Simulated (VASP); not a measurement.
# F2InH in VASP: notebook

One molecule, F2InH, is run at these levels: PBE, PBE+TS; tasks: single point, relaxation of the atoms, atomic charges, electron localisation function.

All numbers are computed with VASP 6.6.1; they aren't measurements. Logs are shortened: lines on timing, memory, paths and dates and some standing lists are left out, and cuts for length are marked.

## Step 1: The structure

The cell holds a molecule in a box, 4 atoms: a = 13.000 Å, b = 12.000 Å, c = 11.000 Å, α = 90.00°, β = 90.00°, γ = 90.00°.

## Step 2: Single point, PBE (atoms moved at random, drawn with an rms of 0.05 Å)

The input, INCAR:

```
PREC     = Accurate       # precision mode
ENCUT    = 520            # plane-wave cutoff, eV
EDIFF    = 1E-7           # SCF threshold, eV
ISMEAR   = 0              # smearing method
SIGMA    = 0.01           # smearing width, eV
LREAL    = F              # projectors in reciprocal space
LASPH    = T              # aspherical terms in the spheres
NELM     = 100            # most SCF steps
ALGO     = Normal         # electronic algorithm
ISIF     = 2              # what is computed and relaxed
LWAVE    = F              # write WAVECAR
LCHARG   = T              # write CHGCAR
GGA      = PE             # functional
LELF     = T              # ELF
LVHAR    = T            
LVACPOTAV= T            
NBANDS   = 22             # bands
```

The input, KPOINTS:

```
regular mesh
0
Gamma
  1 1 1
```

The input, POSCAR:

```
InHF2
1.0
   13.0000000000      0.0000000000      0.0000000000
    0.0000000000     12.0000000000      0.0000000000
    0.0000000000      0.0000000000     11.0000000000
F In H
2 1 1
Direct
    0.3837210000      0.4261260000      0.5303570000
    0.6185110000      0.3953610000      0.5838850000
    0.5195510000      0.4888340000      0.5010550000
    0.5444610000      0.6089770000      0.4221260000
```

Potentials or basis: VASP PAW PBE potentials, release 64 (F, In_d, H).

The run is started by

```
$ cat potpaw_PBE.64/F/POTCAR potpaw_PBE.64/In_d/POTCAR potpaw_PBE.64/H/POTCAR > POTCAR
$ mpirun -np 1 vasp_gam > vasp.out
```

OUTCAR:

```text
PREC = Accurate
   ENCUT = 520
   EDIFF = 1E-7
   ISMEAR = 0
   LREAL = F
   LASPH = T
   NELM = 100
   ISIF = 2
   GGA = PE

 ion  position               nearest neighbor table
   1  0.384  0.426  0.530-   3 1.95
   2  0.619  0.395  0.584-   3 1.93
   3  0.520  0.489  0.501-   4 1.71   2 1.93   1 1.95
   4  0.544  0.609  0.422-   3 1.71

  LATTYP: Found a simple orthorhombic cell.
 ALAT       =    11.0000000000
 B/A-ratio  =     1.0909090909
 C/A-ratio  =     1.1818181818

  Lattice vectors:

 A1 = (   0.0000000000,   0.0000000000, -11.0000000000)
 A2 = (   0.0000000000,  12.0000000000,   0.0000000000)
 A3 = (  13.0000000000,   0.0000000000,   0.0000000000)

Analysis of symmetry for initial positions (statically):
=====================================================================
 Subroutine PRICEL returns:
 Original cell was already a primitive cell.

 Routine SETGRP: Setting up the symmetry group for a
 simple orthorhombic supercell.

 Subroutine GETGRP returns: Found  1 space group operations
 (whereof  1 operations were pure point group operations)
 out of a pool of  8 trial point group operations.

The static configuration has the point symmetry C_1 .

Analysis of symmetry for dynamics (positions and initial velocities):
=====================================================================
 Subroutine PRICEL returns:
 Original cell was already a primitive cell.

 Routine SETGRP: Setting up the symmetry group for a
 simple orthorhombic supercell.

 Subroutine GETGRP returns: Found  1 space group operations
 (whereof  1 operations were pure point group operations)
 out of a pool of  8 trial point group operations.

The dynamic configuration has the point symmetry C_1 .

 Subroutine INISYM returns: Found  1 space group operations
 (whereof  1 operations are pure point group operations),
 and found     1 'primitive' translations

----------------------------------------------------------------------------------------

                                     Primitive cell

  volume of cell :    1716.0000

  direct lattice vectors                    reciprocal lattice vectors
    13.000000000  0.000000000  0.000000000     0.076923077  0.000000000  0.000000000
     0.000000000 12.000000000  0.000000000     0.000000000  0.083333333  0.000000000
     0.000000000  0.000000000 11.000000000     0.000000000  0.000000000  0.090909091

  length of vectors
    13.000000000 12.000000000 11.000000000     0.076923077  0.083333333  0.090909091

  position of ions in fractional coordinates (direct lattice)
     0.383721000  0.426126000  0.530357000
     0.618511000  0.395361000  0.583885000
     0.519551000  0.488834000  0.501055000
     0.544461000  0.608977000  0.422126000

  ion indices of the primitive-cell ions
   primitive index   ion index
                 1           1
                 2           2
                 3           3
                 4           4

----------------------------------------------------------------------------------------

 KPOINTS: regular mesh

Automatic generation of k-mesh.
 Grid dimensions read from file:
 generate k-points for:    1    1    1

 Generating k-lattice:

  Cartesian coordinates                     Fractional coordinates (reciprocal lattice)
     0.076923077  0.000000000  0.000000000     1.000000000  0.000000000  0.000000000
     0.000000000  0.083333333  0.000000000     0.000000000  1.000000000  0.000000000
     0.000000000  0.000000000  0.090909091     0.000000000  0.000000000  1.000000000

  Length of vectors
     0.076923077  0.083333333  0.090909091

  Shift w.r.t. Gamma in fractional coordinates (k-lattice)
     0.000000000  0.000000000  0.000000000

 Subroutine IBZKPT returns following result:
 ===========================================

 Found      1 irreducible k-points:

 Following reciprocal coordinates:
            Coordinates               Weight
  0.000000  0.000000  0.000000      1.000000
   k-points           NKPTS =      1   k-points in BZ     NKDIM =      1   number of bands    NBANDS=     22
   number of dos      NEDOS =    301   number of ions     NIONS =      4
   total plane-waves  NPLWV = 740880
   dimension x,y,z NGX =    98 NGY =   90 NGZ =   84
   dimension x,y,z NGXF=   196 NGYF=  180 NGZF=  168
   ions per type =               2   1   1
   NGX,Y,Z   is equivalent  to a cutoff of  12.53, 12.47, 12.70 a.u.
   NGXF,Y,Z  is equivalent  to a cutoff of  25.06, 24.94, 25.39 a.u.
 SYSTEM =  unknown system
   PREC   = accura    normal or accurate (medium, high low for compatibility)
   ISTART =      0    job   : 0-new  1-cont  2-samecut
   ICHARG =      2    charge: 1-file 2-atom 10-const
   ISPIN  =      1    spin polarized calculation?
   LNONCOLLINEAR =      F non collinear calculations
   LSORBIT =      F    spin-orbit coupling
   LASPH  =      T    aspherical Exc in radial PAW
   ENCUT  =  520.0 eV  38.22 Ry    6.18 a.u.  24.17 22.31 20.45*2*pi/ulx,y,z
   NELM   =    100;   NELMIN=  2; NELMDL= -5     # of ELM steps
   EDIFF  = 0.1E-06   stopping-criterion for ELM
   LREAL  =      F    real-space projection
   EDIFFG = 0.1E-05   stopping-criterion for IOM
   NSW    =      0    number of steps for IOM
   IBRION =     -1    ionic relax: 0-MD 1-quasi-New 2-CG
   NFREE  =      0    steps in history (QN), initial steepest desc. (CG)
   ISIF   =      2    stress and relaxation
   ISYM   =      2    0-nonsym 1-usesym 2-fastsym
   POTIM  = 0.5000    time-step for ionic-motion
   TEBEG  =    0.0;   TEEND  =   0.0 temperature during run
   PSTRESS=    0.0 pullay stress
   NELECT =      28.0000    total number of electrons
   NUPDOWN=      -1.0000    fix difference up-down
   EMIN   =  10.00;   EMAX   =-10.00  energy-range for DOS
   EFERMI =   0.00;   METHOD = LEGACY
   ISMEAR =     0;   SIGMA  =   0.01  broadening in eV -4-tet -1-fermi 0-gaus
   EFERMI_NEDOS =   21; number of points for ismear=-14 and -15
   IALGO  =     38    algorithm
   IMIX   =      4    mixing-type and parameters
     AMIX     =   0.40;   BMIX     =  1.00
     AMIX_MAG =   1.60;   BMIX_MAG =  1.00
  volume/ion in A,a.u.               =     429.00      2895.03
  Fermi-wavevector in a.u.,A,eV,Ry     =   0.415230  0.784670  2.345858  0.172416
  Thomas-Fermi vector in A             =   1.374036
   LORBIT       =      0    0 simple, 1 ext, 2 COOP (PROOUT), +10 PAW based schemes
   GGA     = PE    functional components
   LHFCALC =     F    Hartree Fock is set to
   AEXX    =    0.0000 exact exchange contribution
   IVDW    =     0    specifies the selected vdW correction
   LEPSILON=     F    determine dielectric tensor
   LRPA    =     F    only Hartree local field effects (RPA)
 non-spin polarized calculation
 Gauss-broadening in eV      SIGMA  =   0.01
  energy-cutoff  :      520.00
  volume of cell :     1716.00
 maximum number of plane-waves:     23131
 NGX is ok and might be reduce to    98
   NGX = 49   NGY = 45   NGZ = 41

 number of electron      28.0000002 magnetization

 Free energy of the ion-electron system (eV)
  ---------------------------------------------------
  ext. energy  EPLUGINS =         0.00000000
  ---------------------------------------------------
  free energy    TOTEN  =       -14.22094400 eV

  energy without entropy =      -14.22094400  energy(sigma->0) =      -14.22094400

 E-fermi :  -7.9899     XC(G=0):  -0.6748

 val. band max:       -8.0416796834   @ k =   0.0000   0.0000   0.0000
 cond. band min:      -2.7161285145   @ k =   0.0000   0.0000   0.0000
 fundamental gap:      5.3255511688
 Fermi energy:        -7.9899181762

 k-point     1 :       0.0000    0.0000    0.0000
  band No.  band energies     occupation
      1     -27.6749      2.00000
      2     -27.5636      2.00000
      3     -19.8466      2.00000
      4     -19.7241      2.00000
      5     -19.7184      2.00000
      6     -19.5482      2.00000
      7     -19.3138      2.00000
      8     -11.2248      2.00000
      9      -9.1982      2.00000
     10      -9.1311      2.00000
     11      -8.7013      2.00000
     12      -8.3652      2.00000
     13      -8.2307      2.00000
     14      -8.0417      2.00000
     15      -2.7161      0.00000
     16      -2.2514      0.00000
     17      -0.5345      0.00000
     18      -0.1340      0.00000
     19       0.8309      0.00000
     20       0.9242      0.00000
     21       1.0174      0.00000
     22       1.2099      0.00000

------------------------ aborting loop because EDIFF is reached ----------------------------------------

  FORCE on cell =-STRESS in cart. coord.  units (eV):
  Direction    XX          YY          ZZ          XY          YZ          ZX
  --------------------------------------------------------------------------------------
  -------------------------------------------------------------------------------------
  Total        1.1124655      0.1746195      0.1077796     -0.2380000     -0.2605353      0.2949433
  in kB        1.0386754      0.1630370      0.1006305     -0.2222134     -0.2432539      0.2753796
  external PRESSURE =       0.4341143 kB  Pullay stress =       0.0000000 kB

 VOLUME and BASIS-vectors are now :
 -----------------------------------------------------------------------------
  energy-cutoff  :      520.00
  volume of cell :     1716.00
      direct lattice vectors                 reciprocal lattice vectors
    13.000000000  0.000000000  0.000000000     0.076923077  0.000000000  0.000000000
     0.000000000 12.000000000  0.000000000     0.000000000  0.083333333  0.000000000
     0.000000000  0.000000000 11.000000000     0.000000000  0.000000000  0.090909091

 POSITION                                       TOTAL-FORCE (eV/Angst)
 -----------------------------------------------------------------------------------
      4.98837      5.11351      5.83393        -0.386567     -0.210511      0.072969
      8.04064      4.74433      6.42274         0.423512     -0.416777      0.306718
      6.75416      5.86601      5.51161         0.001982      0.852015     -0.476367
      7.07799      7.30772      4.64339        -0.038927     -0.224727      0.096680
 -----------------------------------------------------------------------------------
    total drift:                                0.003105     -0.000268      0.000369

  FREE ENERGIE OF THE ION-ELECTRON SYSTEM (eV)
  ---------------------------------------------------
  free  energy   TOTEN  =       -14.2209439957 eV

  energy  without entropy=      -14.2209439957  energy(sigma->0) =      -14.22094400
```

Run time: 5.3 min. Hardware: 1 thread of Intel Xeon Platinum 8175M at 2.50GHz (Skylake/Cascade Lake), shared host; peak memory 1.2 GiB.

What came out:

* Free energy: -14.2209 eV
* Largest force: 0.976 eV/Å
* Gap between the frontier levels: 5.33 eV

Forces in eV/Å, atoms in the order of the input:
```
F   -0.387 -0.211  0.073
F    0.424 -0.417  0.307
In   0.002  0.852 -0.476
H   -0.039 -0.225  0.097
```

Levels at points of the mesh, in eV from the valence-band top:
| k point | band 11 | band 12 | band 13 | band 14 | band 15 | band 16 | band 17 | band 18 |
| --- | --- | --- | --- | --- | --- | --- | --- | --- |
| (0.00, 0.00, 0.00) | -0.66 | -0.32 | -0.19 | 0.00 | 5.33 | 5.79 | 7.51 | 7.91 |

Caveat: spin-orbit coupling is left out, which moves the levels of the heavy elements.

## Step 3: Relaxation of the atoms, PBE (atoms moved at random, drawn with an rms of 0.02 Å)

The input, INCAR:

```
PREC = Accurate
ENCUT = 520
EDIFF = 1E-6
ISMEAR = 0
SIGMA = 0.01
LREAL = False
LASPH = True
NELM = 100
ALGO = Normal
ISIF = 2
LWAVE = False
LCHARG = False
GGA = PE
IBRION = 2
NSW = 60
EDIFFG = -0.02
```

KPOINTS is that of step 2.

The input, POSCAR:

```
InHF2
1.0
   13.0000000000      0.0000000000      0.0000000000
    0.0000000000     12.0000000000      0.0000000000
    0.0000000000      0.0000000000     11.0000000000
F In H
2 1 1
Direct
    0.3846760000      0.4253810000      0.5319470000
    0.6174280000      0.3985420000      0.5826650000
    0.5176100000      0.4904190000      0.5051110000
    0.5424160000      0.6060460000      0.4231850000
```

Potentials or basis: VASP PAW PBE potentials, release 64 (F, In_d, H).

The run is started by

```
$ cat potpaw_PBE.64/F/POTCAR potpaw_PBE.64/In_d/POTCAR potpaw_PBE.64/H/POTCAR > POTCAR
$ mpirun -np 1 vasp_gam > vasp.out
```

Run time: 27 min. Hardware: 1 thread of Intel Xeon Platinum 8175M at 2.50GHz (Skylake/Cascade Lake), shared host; peak memory 1.3 GiB.

Results (log left out):

* Free energy: -14.2402 eV
* Energy gained by relaxing: 17.5 meV/atom
* Ionic steps: 13
* Largest force after relaxing: 0.015 eV/Å
* Gap between the frontier levels: 5.27 eV

Forces on the atoms (eV/Å):
```
F    0.015  0.000 -0.001
F   -0.014  0.001  0.000
In   0.004  0.011  0.000
H   -0.005 -0.012  0.001
```

Step by step:
| step | energy change (eV) | largest force (eV/Å) | pressure (GPa) |
| --- | --- | --- | --- |
| 1 | 0.0000 | 1.5001 | 0.15 |
| 2 | 0.0135 | 2.1408 | -0.07 |
| 3 | -0.0595 | 0.5000 | 0.03 |
| 4 | -0.0691 | 0.0952 | 0.00 |
| 5 | -0.0694 | 0.0638 | -0.01 |
| 6 | -0.0694 | 0.0596 | -0.01 |
| 7 | -0.0696 | 0.0403 | -0.01 |
| 8 | -0.0697 | 0.0626 | -0.01 |
| 9 | -0.0697 | 0.0518 | -0.01 |
| 10 | -0.0699 | 0.0350 | -0.01 |
| 11 | -0.0700 | 0.0391 | -0.01 |
| 12 | -0.0700 | 0.0223 | -0.01 |
| 13 | -0.0701 | 0.0153 | -0.01 |

Final structure:
```
F In H
1.0
    13.00000    0.00000    0.00000
     0.00000   12.00000    0.00000
     0.00000    0.00000   11.00000
F In H
2 1 1
Direct
  0.38247 0.42397 0.53320
  0.61910 0.39622 0.58524
  0.51783 0.49151 0.50249
  0.54272 0.60868 0.42198
```

Levels at points of the mesh, in eV from the valence-band top:
```csv
k point,band 12,band 13,band 14,band 15,band 16,band 17
"(0.00, 0.00, 0.00)",-0.25,-0.11,0.00,5.27,5.70,7.41
```

Caveat: spin-orbit coupling is left out, which moves the levels of the heavy elements.

## Step 4: Atomic charges, PBE+TS

The input, INCAR:

```
  PREC = Accurate
  ENCUT = 520
  EDIFF = 1E-7
  ISMEAR = 0
  SIGMA = 0.01
  LREAL = F
  LASPH = T
  NELM = 80
  ALGO = Fast
  ISIF = 2
  LWAVE = F
  LCHARG = T
  GGA = PE
  IVDW = 2
  LORBIT = 10
  LELF = T
  LVHAR = T
  LVACPOTAV = T
```

The input, KPOINTS:

```
Automatic mesh
0
Gamma
  1 1 1
```

The input, POSCAR:

```
InHF2
1.0
   13.0000000000      0.0000000000      0.0000000000
    0.0000000000     12.0000000000      0.0000000000
    0.0000000000      0.0000000000     11.0000000000
F In H
2 1 1
Direct
    0.3842653800      0.4254041700      0.5329545500
    0.6177346200      0.3974125000      0.5847272700
    0.5179653800      0.4906208300      0.5029454500
    0.5427038500      0.6060875000      0.4214545500
```

The run is started by

```
$ cat potpaw_PBE.64/F/POTCAR potpaw_PBE.64/In_d/POTCAR potpaw_PBE.64/H/POTCAR > POTCAR
$ mpirun -np 1 vasp_gam > vasp.out
```

It took 6.1 min on 1 thread of Intel Xeon Platinum 8175M at 2.50GHz (Skylake/Cascade Lake), shared host; peak memory 1.3 GiB.

It converged, with:

| Item | Value |
| --- | --- |
| Free energy | -14.2273 eV |
| Largest force | 0.726 eV/Å |
| Gap between the frontier levels | 5.46 eV |
| Valence electrons inside the program's atomic spheres | F 6.05; In 11.48; H 0.51 |
| Hirshfeld charges | F -0.32; In +0.70; H -0.06 e |
| Dispersion energy per atom | -0.002 eV |

Forces in eV/Å, atoms in the order of the input:
```
F   -0.610 -0.298  0.133
F    0.446 -0.416  0.336
In   0.136  0.595 -0.393
H    0.027  0.119 -0.076
```

Levels at points of the mesh, in eV from the valence-band top:
```csv
k point,band 11,band 12,band 13,band 14,band 15,band 16,band 17,band 18
"(0.00, 0.00, 0.00)",-0.65,-0.32,-0.17,0.00,5.46,5.79,7.51,7.94
```

Caveat: spin-orbit coupling is left out, which moves the levels of the heavy elements. PBE gaps usually lie below the measured ones, often by a third to a half.

(Continued in part 2 of 2.)
